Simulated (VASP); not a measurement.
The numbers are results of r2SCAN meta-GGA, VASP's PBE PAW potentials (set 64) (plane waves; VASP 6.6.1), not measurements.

VASP ran on this input.

INCAR:
```
! general
SYSTEM  = BN
PREC    = Normal
ENCUT   = 450
LREAL   = .FALSE.
LASPH   = .TRUE.

! electronic loop
EDIFF   = 1E-5
NELM    = 100
NELMIN  = 4
ALGO    = Normal
LMIXTAU = .TRUE.

! smearing
ISMEAR  = 0
SIGMA   = 0.05

! functional
METAGGA = R2SCAN

! ions
IBRION  = 2
NSW     = 20
ISIF    = 2
EDIFFG  = -0.03

! output
LWAVE   = .FALSE.
LCHARG  = .FALSE.
```

KPOINTS:
```
Automatic mesh
0
Gamma
14 14 14
0 0 0
```

POSCAR:
```
BN
1
    0.0000000000     1.8066403589     1.8066403589
    1.8066403589     0.0000000000     1.8066403589
    1.8066403589     1.8066403589     0.0000000000
B N
1 1
Direct
  0.0000000000   0.0000000000   0.0000000000
  0.7500000000   0.7500000000   0.7500000000
```

POTCAR, in this order: B N (PBE.64 set). Program: vasp_std.

At this cut-off the stress carries a Pulay error, which pulls relaxed volumes low.

Task: What does the run give for the energy per atom (σ→0), pressure, band gap (on the k-mesh)?

Result: 
| Quantity | Result |
|---|---|
| energy per atom (σ→0) | -9.584 eV/atom |
| band gap (on the k-mesh) | 4.97 eV |
| pressure | -1.85 GPa |

OSZICAR:
```
...
DAV:   9    -0.191662701817E+02   -0.11164E+01   -0.22998E-01  1752   0.486E+00    0.455E-01
DAV:  10    -0.191696802467E+02   -0.34101E-02   -0.56080E-02  2176   0.198E+00    0.138E-01
DAV:  11    -0.191650655107E+02    0.46147E-02   -0.41171E-03  1664   0.863E-01    0.648E-02
DAV:  12    -0.191689475317E+02   -0.38820E-02   -0.16882E-03  1664   0.524E-01    0.240E-02
DAV:  13    -0.191686964374E+02    0.25109E-03   -0.81371E-05  1792   0.877E-02    0.956E-03
DAV:  14    -0.191687328130E+02   -0.36376E-04   -0.42625E-06   840   0.259E-02    0.713E-03
DAV:  15    -0.191687278747E+02    0.49383E-05   -0.35403E-06   872   0.233E-02
   1 F= -.19168728E+02 E0= -.19168728E+02  d E =-.191687E+02
```

The compound is BN in the zinc blende structure. It was relaxed first.
